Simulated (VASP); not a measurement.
Runs of VASP 6.6.1 on CaSc. The cell holds a sheet with vacuum, 2 atoms: a = 6.537 Å, b = 3.205 Å, c = 23.800 Å, α = 90.00°, β = 90.00°, γ = 90.00°. The cell was built by a generator and needn't be a form met in nature.

```tsv
level	potentials or basis	gap on the mesh (eV)	work function (eV)
BLYP	VASP PAW PBE potentials, release 64 (Ca_sv, Sc_sv)	none	(b)
revPBE	VASP PAW PBE potentials, release 64 (Ca_sv, Sc_sv)	none	3.14
PW91	VASP PAW PBE potentials, release 64 (Ca_sv, Sc_sv)	none	3.23
LDA	VASP PAW LDA potentials, release 64 (Ca_sv, Sc_sv)	none	(a)
PBE	VASP PAW PBE potentials, release 64 (Ca_sv, Sc_sv)	none	3.22
PBEsol	VASP PAW PBE potentials, release 64 (Ca_sv, Sc_sv)	none	3.27
RPBE	VASP PAW PBE potentials, release 64 (Ca_sv, Sc_sv)	none	3.14
```

Alike in all rows: task work function; no spin polarisation; cell as given; k mesh 4 × 8 × 1; cutoff (eV) 520; smearing fermi-dirac 0.05 eV.

**Question.** Estimate the missing entries.

**Answer.** (a) 3.33; (b) 2.78.

A gap of «none» marks a metal or a gap under the smearing width.
